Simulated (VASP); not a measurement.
Ti2Pt3, 5 atoms in the cell. It takes space group Pm-3m (No. 221, cubic). Conventional cell: a = 4.659 Å, b = 4.659 Å, c = 4.659 Å, α = 90.00°, β = 90.00°, γ = 90.00°. Ti (site symmetry m-3m) is surrounded by 6 Pt at 2.33 Å. Ti (site symmetry m-3m) has 12 Pt at 3.29 Å as nearest neighbours. Around Pt (site symmetry 4/mmm) lie 2 Ti at 2.33 Å. The cell was built by a generator and needn't be a form met in nature. The cell isn't the ideal one: random cell by space group and Wyckoff sites (Pm-3m, No. 221).

| Property | Result |
| --- | --- |
| Program | VASP 6.6.1 |
| Task | relaxation of cell and atoms |
| Functional | PBE |
| Potentials or basis | VASP PAW PBE potentials, release 64 (Ti_sv, Pt) |
| Cutoff | 600 eV |
| k mesh | 8 × 8 × 8 |
| Occupations | gaussian, width 0.1 eV |
| Spin | no spin polarisation |
| Dipole correction | no |
| Further INCAR settings | ALGO = Normal; EDIFF = 1e-06; IBRION = 2; EDIFFG = -0.01; NSW = 100; ISIF = 3 |

Potentials or basis: VASP PAW PBE potentials, release 64 (Ti_sv, Pt).

Run with:

```console
$ cat potpaw_PBE.64/Ti_sv/POTCAR potpaw_PBE.64/Pt/POTCAR > POTCAR
$ mpirun -np 1 vasp_std > vasp.out
```

Hardware: 1 thread of Intel(R) Xeon(R) Platinum 8488C (Sapphire Rapids) (shared host).

How long does it take, and how much memory?

Wall time 4.7 min on 1 thread of Intel(R) Xeon(R) Platinum 8488C (Sapphire Rapids), with other jobs on the host, peak memory 0.31 GiB. Counts: scf iterations 43, k points 35, ion steps 3.
